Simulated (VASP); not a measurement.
```
MnO
1.0
    4.54567     2.27284     2.27284
    2.27284     4.54567     2.27284
    2.27284     2.27284     4.54567
Mn O
2 2
Direct
  0.00000   0.00000   0.00000
  0.50000   0.50000   0.50000
  0.25000   0.25000   0.25000
  0.75000   0.75000   0.75000
```
Starting moments (μB, in the order of the record's atoms Mn Mn O O): 5.0 -5.0 0.0 0.0.

Method: PBEsol GGA, VASP's PBE PAW potentials (set 64) (plane waves; VASP). Numerical set-up: 400 eV cut-off, 9×9×9 Γ-centred mesh, Gaussian smearing of 0.020 eV, potentials Mn_pv O.

At this cut-off the stress carries a Pulay error, which pulls relaxed volumes low.

**Question.** Give the stress tensor in GPa (positive for a compressed cell).

**Answer.** 
```
-20.09   -1.33   -1.33
 -1.33  -20.09   -1.33
 -1.33   -1.33  -20.09
```
The pressure is its mean diagonal, -20.09 GPa.

The structure is a typed MnO crystal. The cell was not relaxed at this level.
